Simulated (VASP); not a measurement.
# SrMg: convergence with the plane-wave cutoff and SCF solver, part 3 of 3

A convergence test on SrMg: the plane-wave cutoff and SCF solver. The series runs use LDA. The start is a computed cell from the Materials Project.

VASP 6.6.1; LDA; plane waves and PAW (Sr_sv, Mg).

Still holding for the runs below: The k-mesh is coarse for a metal.

So far. Step 15 (SCF solver: ALGO = Damped): Against the first of the series the energy moves by +0.01 meV an atom and the pressure by -0.01 GPa, after 60 cycles in 9.4 s. Step 16 (SCF solver: AMIX = 0.1, BMIX = 0.01): Against the first of the series the energy stays within 0.01 meV an atom and the pressure within 0.01 GPa, after 14 cycles in 4.4 s.

## (17) SCF solver: AMIX = 0.8

Contents of INCAR:

```
SYSTEM = SrMg
PREC = Accurate
ENCUT = 400
EDIFF = 1E-06
NELM = 100
ISMEAR = -1
SIGMA = 0.05
LREAL = .FALSE.
ALGO = Normal
GGA = CA
NBANDS = 12
LORBIT = 11
LWAVE = .FALSE.
LCHARG = .FALSE.
KPAR = 2
ISIF = 2
AMIX = 0.8
```

Contents of POSCAR:

```
SrMg
1.0
    4.1903181100      0.0000000000      0.0000000000
    0.0000000000      4.1903181100      0.0000000000
    0.0000000000      0.0000000000      4.1903181100
Sr Mg
1 1
Direct
    0.5000000000      0.5000000000      0.5000000000
    0.0000000000      0.0000000000      0.0000000000
```

Contents of KPOINTS:

```
Automatic mesh
0
Gamma
5 5 5
0 0 0
```

Potentials, in the order of the species: Sr_sv and Mg (PBE family, release 64).

Run with:

```sh
> mpirun -np 2 vasp_std
```

Output:

```text
[... set-up lines as in an earlier step ...]
 entering main loop
       N       E                     dE             d eps       ncg     rms          rms(c)
[... 5 cycles as in an earlier step ...]
DAV:   6    -0.386245026076E+01    0.32830E-01   -0.85937E-02   364   0.145E+00    0.740E+00
DAV:   7    -0.387143781576E+01   -0.89876E-02   -0.58301E-02   364   0.162E+00    0.905E-01
DAV:   8    -0.386959258976E+01    0.18452E-02   -0.75593E-03   292   0.610E-01    0.217E-01
DAV:   9    -0.387016141785E+01   -0.56883E-03   -0.66959E-04   316   0.205E-01    0.149E-01
DAV:  10    -0.387024327253E+01   -0.81855E-04   -0.16052E-04   376   0.570E-02    0.489E-02
DAV:  11    -0.387025832765E+01   -0.15055E-04   -0.79806E-06   320   0.210E-02    0.155E-02
DAV:  12    -0.387026003026E+01   -0.17026E-05   -0.25533E-06   352   0.851E-03    0.419E-03
DAV:  13    -0.387026008745E+01   -0.57196E-07   -0.70064E-08   148   0.190E-03
   1 F= -.38702601E+01 E0= -.38623652E+01  d E =-.157898E-01
```

It took 4.4 s on 2 MPI ranks of AMD EPYC 7R43, shared host; peak memory 0.21 GiB.

From OUTCAR (step 17):

```text
  Total       -0.8903404     -0.8903404     -0.8903404      0.0000000     -0.0000000      0.0000000
  in kB      -19.3876734    -19.3876734    -19.3876734      0.0000000     -0.0000000      0.0000000
  external PRESSURE =     -19.3876734 kB  Pullay stress =       0.0000000 kB

  FREE ENERGIE OF THE ION-ELECTRON SYSTEM (eV)
  ---------------------------------------------------
  free  energy   TOTEN  =        -3.8702600875 eV

  energy  without entropy=       -3.8544703181  energy(sigma->0) =       -3.86236520

[... 3 parts as in an earlier step ...]

[... 1 further part left out ...]
[key lines of the parts left out:]
E-fermi :   1.6077
```

Against the first of the series the energy stays within 0.01 meV an atom and the pressure within 0.01 GPa, after 13 cycles in 4.4 s.

## (18) SCF solver: IMIX = 1, AMIX = 0.2

Changes to INCAR since step 17:

```diff
@@ -16,2 +16,3 @@
 ISIF = 2
-AMIX = 0.8
+IMIX = 1
+AMIX = 0.2
```

POSCAR is that of step 17.

KPOINTS is that of step 17.

Run with:

```sh
> mpirun -np 2 vasp_std
```

Output:

```text
[... set-up lines as in an earlier step ...]
 entering main loop
       N       E                     dE             d eps       ncg     rms          rms(c)
[... 5 cycles as in an earlier step ...]
DAV:   6    -0.388622406687E+01    0.90558E-02   -0.35435E-03   300   0.451E-01    0.118E+01
DAV:   7    -0.388056320833E+01    0.56609E-02   -0.21711E-03   332   0.338E-01    0.926E+00
DAV:   8    -0.387696591486E+01    0.35973E-02   -0.11709E-03   300   0.254E-01    0.725E+00
DAV:   9    -0.387464522512E+01    0.23207E-02   -0.74297E-04   292   0.198E-01    0.569E+00
[...]
DAV:  25    -0.387026389107E+01    0.23035E-05   -0.63280E-07   164   0.506E-03    0.130E-01
DAV:  26    -0.387026243800E+01    0.14531E-05   -0.80129E-07   160   0.495E-03    0.103E-01
DAV:  27    -0.387026152738E+01    0.91062E-06   -0.37401E-07   144   0.391E-03
   1 F= -.38702615E+01 E0= -.38623643E+01  d E =-.157946E-01
```

It took 6.8 s on 2 MPI ranks; peak memory 0.19 GiB; 12 s of CPU time.

From OUTCAR (step 18):

```text
  Total       -0.9020918     -0.9020918     -0.9020918     -0.0000000     -0.0000000      0.0000000
  in kB      -19.6435659    -19.6435659    -19.6435659     -0.0000000     -0.0000000      0.0000000
  external PRESSURE =     -19.6435659 kB  Pullay stress =       0.0000000 kB

  FREE ENERGIE OF THE ION-ELECTRON SYSTEM (eV)
  ---------------------------------------------------
  free  energy   TOTEN  =        -3.8702615274 eV

  energy  without entropy=       -3.8544669764  energy(sigma->0) =       -3.86236425

[... 3 parts as in an earlier step ...]

[... 1 further part left out ...]
[key lines of the parts left out:]
E-fermi :   1.6078
```

Against the first of the series the energy stays within 0.01 meV an atom; the pressure moves by -0.03 GPa, after 27 cycles in 6.8 s.

## (19) The SCF solver series as a table

This step: convergence of LDA results with the solver; plane waves and PAW (VASP 6.6.1).

Derived from the runs above.

Differences are taken from the run with ALGO = Normal. Results of the series, by row:

```tsv
setting	status	energy less the reference (meV/atom)	pressure (GPa)	SCF cycles	wall time (s)
ALGO = Normal	converged	0	-1.938	11	3.8
ALGO = Fast	converged	1.75e-4	-1.953	13	4.4
ALGO = VeryFast	converged	0.00186	-1.939	30	8.2
ALGO = All	converged	6.50e-5	-1.941	15	4.2
ALGO = Damped	converged	0.0103	-1.947	60	9.4
AMIX = 0.1, BMIX = 0.01	converged	-1.25e-4	-1.938	14	4.4
AMIX = 0.8	converged	-3.50e-5	-1.939	13	4.4
IMIX = 1, AMIX = 0.2	converged	4.40e-4	-1.964	27	6.8
```

## (20) Results

| Item | Value |
| --- | --- |
| plane-wave cutoff from which the energy stays within 10 meV/atom of the reference | ENCUT = 210 |
| plane-wave cutoff from which the energy stays within 1 meV/atom of the reference | ENCUT = 300 |
| plane-wave cutoff from which the pressure stays within 0.2 GPa of the reference | ENCUT = 230 |
| spread of the pressure over the plane-wave cutoff | 8.27 GPa |
| spread of the energy over the plane-wave cutoff | 118 meV/atom |
| fewest SCF cycles | ALGO = Normal (11) |
| most SCF cycles among converged runs | ALGO = Damped (60) |
| spread of the pressure over the SCF solver | 0.0266 GPa |
| spread of the energy over the SCF solver | 0.0104 meV/atom |

In words: From ENCUT = 300 on, the energy stays within 1 meV an atom of the reference, at 67 % of its time. The pressure holds within 0.2 GPa from ENCUT = 230 on. These cutoffs are 0.6 to 2 times the default of the data sets, about 230 eV; at the default the run is off by -1.6 meV an atom, -0.14 GPa, and at 1.3 times by -0.6 meV an atom, -0.04 GPa. Energy differences between like cells converge faster than these totals. All SCF solvers that converged agree within 0.05 meV an atom. No setting beats the 3.8 s of ALGO = Normal by a fifth or more; the slowest converged run is ALGO = Damped, at 9.4 s. On a shared host such times are rough. Differences are taken from the run with ENCUT = 460, which is itself not the exact limit. Forces vanish by symmetry in this cell, so the series can't test them. The run at ENCUT = 140 is over 30 meV an atom or 2 GPa off and describes the material poorly.

[Lines on the potential files, build, host, timing and source positions are cut from VASP's logs without a mark.]

[Logs are printed without paths, hosts, clocks, repeated set-up lines and the standing remarks that a program may print on its own settings, such as how far it seeks lower states.]

[Hosts, paths, dates, database ids (printed as entryN), source tags and the programs' standing remarks are cut or masked in the printed files.]

[A measured line is paired with the nearest computed mode of its activity, which favours agreement.]
